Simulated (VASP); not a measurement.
Input:

```xyz
63
Lattice="10.9371 0.0000 0.0000 0.0000 10.9371 0.0000 0.0000 0.0000 10.9371" Properties=species:S:1:pos:R:3 pbc="T T T"
Si     5.4685     0.0000     0.0000
Si     6.8357     1.3671     1.3671
Si     8.2028     2.7343     0.0000
Si     9.5699     4.1014     1.3671
Si     8.2028     0.0000     2.7343
Si     9.5699     1.3671     4.1014
Si     0.0000     0.0000     0.0000
Si     1.3671     1.3671     1.3671
Si     2.7343     2.7343     0.0000
Si     4.1014     4.1014     1.3671
Si     5.4685     5.4685     0.0000
Si     6.8357     6.8357     1.3671
Si     8.2028     8.2028     0.0000
Si     9.5699     9.5699     1.3671
Si     2.7343     0.0000     2.7343
Si     4.1014     1.3671     4.1014
Si     5.4221     2.7289     2.7029
Si     8.2156     5.4399     2.6991
Si     9.5699     6.8357     4.1014
Si     5.4685     0.0000     5.4685
Si     6.8357     1.3671     6.8357
Si     8.1999     2.6848     5.4250
Si     9.5699     4.1014     6.8357
Si     8.2028     0.0000     8.2028
Si     9.5699     1.3671     9.5699
Si     0.0000     5.4685     0.0000
Si     1.3671     6.8357     1.3671
Si     2.7343     8.2028     0.0000
Si     4.1014     9.5699     1.3671
Si     0.0000     2.7343     2.7343
Si     1.3671     4.1014     4.1014
Si     2.7343     5.4685     2.7343
Si     4.1014     6.8357     4.1014
Si     5.4685     8.2028     2.7343
Si     6.8357     9.5699     4.1014
Si     0.0000     0.0000     5.4685
Si     1.3671     1.3671     6.8357
Si     2.7343     2.7343     5.4685
Si     4.1014     4.1014     6.8357
Si     6.8357     6.8357     6.8357
Si     8.2028     8.2028     5.4685
Si     9.5699     9.5699     6.8357
Si     2.7343     0.0000     8.2028
Si     4.1014     1.3671     9.5699
Si     5.4685     2.7343     8.2028
Si     6.8357     4.1014     9.5699
Si     8.2028     5.4685     8.2028
Si     9.5699     6.8357     9.5699
Si     0.0000     8.2028     2.7343
Si     1.3671     9.5699     4.1014
Si     0.0000     5.4685     5.4685
Si     1.3671     6.8357     6.8357
Si     2.7343     8.2028     5.4685
Si     4.1014     9.5699     6.8357
Si     0.0000     2.7343     8.2028
Si     1.3671     4.1014     9.5699
Si     2.7343     5.4685     8.2028
Si     4.1014     6.8357     9.5699
Si     5.4685     8.2028     8.2028
Si     6.8357     9.5699     9.5699
Si     0.0000     8.2028     8.2028
Si     1.3671     9.5699     9.5699
O      5.4791     5.4657     5.4544
```
Cell charge -1.

Calculation: PBE GGA, VASP's PBE PAW potentials (set 64) (plane waves; VASP). Settings: PREC = Normal, LREAL = Auto, ISYM = 0, NELECT = 255.0, EDIFF = 1E-5, 400 eV cut-off, 1×1×1 Γ-centred mesh, Gaussian smearing of 0.050 eV, potentials Si O. Starting moments (MAGMOM): 63*0.0159. The cell's moment is fixed (NUPDOWN = 1).

The cell is charged, with a uniform compensating background. The supercell is sampled at Γ alone, which is coarse: total energies, pressure and levels can be off, energies of defects by several tenths of an eV.

Question: The ions are relaxed. Give the cell that the relaxation ends in.

Answer: 
```xyz
63
Lattice="10.9371 0.0000 0.0000 0.0000 10.9371 0.0000 0.0000 0.0000 10.9371" Properties=species:S:1:pos:R:3 pbc="T T T"
Si     5.4621    10.9243     0.0066
Si     6.8652     1.3578     1.3760
Si     8.1966     2.7361    10.9123
Si     9.5695     4.0821     1.3655
Si     8.2542    10.9052     2.6809
Si     9.5553     1.3622     4.0686
Si     0.0066    10.9285    10.9269
Si     1.3835     1.3569     1.3780
Si     2.7801     2.7394     0.0587
Si     4.2352     4.0736     1.5211
Si     5.4805     5.4335     0.0288
Si     6.8565     6.8112     1.3834
Si     8.2084     8.1574    10.8960
Si     9.6030     9.5070     1.3312
Si     2.7599    10.9258     2.7356
Si     4.1263     1.3577     4.1435
Si     5.6696     2.6923     2.9169
Si     8.2131     5.4217     2.7290
Si     9.5566     6.8160     4.0815
Si     5.4421    10.8763     5.4933
Si     6.7924     1.3631     6.8038
Si     8.0125     2.7029     5.2568
Si     9.4131     4.0769     6.6976
Si     8.1968    10.9283     8.1725
Si     9.5544     1.3576     9.5517
Si    10.9355     5.4659     0.0001
Si     1.4463     6.7644     1.4403
Si     2.7338     8.1551     0.0199
Si     4.1059     9.5395     1.3732
Si     0.0232     2.7352     2.7365
Si     1.4030     4.0807     4.1329
Si     2.9003     5.4674     2.9103
Si     4.3081     6.9098     4.2996
Si     5.5046     8.2023     2.7378
Si     6.8639     9.5955     4.0717
Si    10.9240    10.9293     5.4732
Si     1.3406     1.3682     6.8393
Si     2.7554     2.7231     5.5210
Si     4.1317     4.1055     6.8022
Si     6.6348     6.9082     6.6252
Si     8.1974     8.2041     5.4320
Si     9.5605     9.5429     6.8304
Si     2.6951     0.0121     8.2392
Si     4.0973     1.3674     9.5920
Si     5.4146     2.7243     8.1782
Si     6.8027     4.0815     9.5313
Si     8.0267     5.4691     8.0355
Si     9.4959     6.7649     9.4895
Si     0.0403     8.1603     2.7260
Si     1.3770     9.5601     4.1131
Si    10.9091     5.4359     5.4559
Si     1.3523     6.7831     6.8575
Si     2.7171     8.1807     5.5096
Si     4.0435     9.5637     6.8921
Si    10.8734     2.7407     8.1548
Si     1.3589     4.0981     9.5757
Si     2.7501     5.3960     8.1865
Si     4.0804     6.7815     9.5838
Si     5.4252     8.1785     8.2160
Si     6.8231     9.5564     9.5545
Si    10.9146     8.1578     8.2021
Si     1.3517     9.5277     9.5848
O      5.5504     6.4796     5.3838
```
Cell charge -1. The cell ends with 1.00 μB, on the first 30 sites 0.00 0.00 0.00 0.00 0.00 0.00 0.00 0.00 0.00 0.00 0.00 0.01 0.01 0.00 0.01 0.01 0.02 0.14 0.01 0.00 0.01 0.02 0.00 0.01 0.00 0.02 0.00 0.00 0.00 0.00 μB.

Question: How much energy does the relaxation gain?

Answer: The energy (σ→0) changes by -38.2 meV/atom, in 69 ionic steps.

The cell is a supercell with a defect, built from Si (diamond): O_Si-vac_Si, charge -1.
